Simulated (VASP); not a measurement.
Data:

```
HgTe
1.0
    0.00000     3.18378     3.29157
    3.32323     0.00000     3.29157
    3.32323     3.18378     0.00000
Hg Te
1 1
Direct
  0.00000   0.00000   0.00000
  0.24526   0.25474   0.25474
```

All values below come from PBE GGA, VASP's PBE PAW potentials (set 64) (plane waves; VASP). Settings: 400 eV cut-off, KSPACING 0.35 per Å, Gaussian smearing of 0.050 eV, potentials Hg Te.

Q: Which forces act on the atoms, in eV/Å?

A: 
```tsv
atom	Fx	Fy	Fz
Hg1	0.115	0.000	0.000
Te2	-0.115	0.000	0.000
```

Q: Give the stress tensor in GPa (positive for a compressed cell).

A: 
```
 2.13   0.00   0.00
 0.00   2.60  -0.41
 0.00  -0.41   2.28
```
The pressure is its mean diagonal, 2.34 GPa.

The compound is HgTe in the zinc blende structure. The cell was not relaxed at this level, atoms are displaced from their ideal sites. The run is one of a series of settings (KGAMMA = .TRUE., KSPACING = 0.35, KPOINTS file removed against the base run), some of them coarse on purpose.
